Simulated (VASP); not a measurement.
Write the native input for VASP 6.6.1 that does the following.

```yaml
Task: band structure
Functional: PBE
Potentials_or_basis: VASP PAW PBE potentials, release 64 (Zr_sv, Mo_sv, C)
Cutoff: 900 eV
k_mesh: 5 × 5 × 5
Occupations: fermi-dirac, width 0.05 eV
Spin: no spin polarisation
Further_INCAR_settings: ALGO = Normal; EDIFF = 1e-07
```

The structure of Zr3MoC lies in POSCAR:

```
Zr3MoC
1.0
    4.9425100000      0.0000000000      0.0000000000
    0.0000000000      4.9425100000      0.0000000000
    0.0000000000      0.0000000000      4.9425100000
Zr Mo C
3 1 1
Direct
    0.5000000000      0.0000000000      0.0000000000
    0.0000000000      0.5000000000      0.0000000000
    0.0000000000      0.0000000000      0.5000000000
    0.0000000000      0.0000000000      0.0000000000
    0.5000000000      0.5000000000      0.5000000000
```

The cell was built by a generator and needn't be a form met in nature.

One way to write it, as run:

INCAR

```
SYSTEM = Zr3MoC
PREC = Accurate
ENCUT = 900
EDIFF = 1E-7
ISMEAR = -1
SIGMA = 0.05
LREAL = .FALSE.
LASPH = .TRUE.
NELM = 60
ALGO = Normal
ISIF = 2
LWAVE = .FALSE.
LCHARG = .FALSE.
LMAXMIX = 4
GGA = PE
```

KPOINTS

```
Automatic mesh
0
G
  5 5 5
  0 0 0
```

KPOINTS_OPT

```
path GXMGRX,MR
20
line-mode
reciprocal
 0.0000000000  0.0000000000  0.0000000000  G
 0.0000000000  0.5000000000  0.0000000000  X

 0.0000000000  0.5000000000  0.0000000000  X
 0.5000000000  0.5000000000  0.0000000000  M

 0.5000000000  0.5000000000  0.0000000000  M
 0.0000000000  0.0000000000  0.0000000000  G

 0.0000000000  0.0000000000  0.0000000000  G
 0.5000000000  0.5000000000  0.5000000000  R

 0.5000000000  0.5000000000  0.5000000000  R
 0.0000000000  0.5000000000  0.0000000000  X

 0.5000000000  0.5000000000  0.0000000000  M
 0.5000000000  0.5000000000  0.5000000000  R
```

Potentials or basis: VASP PAW PBE potentials, release 64 (Zr_sv, Mo_sv, C).

Command:

```sh
$ cat potpaw_PBE.64/Zr_sv/POTCAR potpaw_PBE.64/Mo_sv/POTCAR potpaw_PBE.64/C/POTCAR > POTCAR
$ mpirun -np 1 vasp_std > vasp.out
```

It gave:

| Quantity | Value |
| --- | --- |
| Pressure | 1.0 GPa |
| Band gap along the path | none (metal or under the smearing width) |

It took 16 min on 1 thread of Intel(R) Xeon(R) Platinum 8375C CPU @ 2.90GHz (Ice Lake), with other jobs on the host, peak memory 0.36 GiB.
